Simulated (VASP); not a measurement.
Input:

```xyz
2
Lattice="0.0000 3.1156 3.1156 3.1156 0.0000 3.1156 3.1156 3.1156 0.0000" Properties=species:S:1:pos:R:3 pbc="T T T"
Pb     0.0000     0.0000     0.0000
Se     3.1156     3.1156     3.1156
```

Calculation: PBE GGA with D3 dispersion (zero damping), VASP's PBE PAW potentials (set 64) (plane waves; VASP 6.6.1). Settings: 520 eV cut-off, 7×7×7 Γ-centred mesh, Gaussian smearing of 0.050 eV, potentials Pb_d Se.

Task: Estimate the energy per atom (σ→0), pressure.

Result: 
```json
{
 "energy per atom (σ→0)": "-4.329 eV/atom",
 "pressure": "-1.28 GPa"
}
```

The compound is PbSe in the rock salt structure. This cell is one point of a volume scan, at 1.03 of the reference volume.
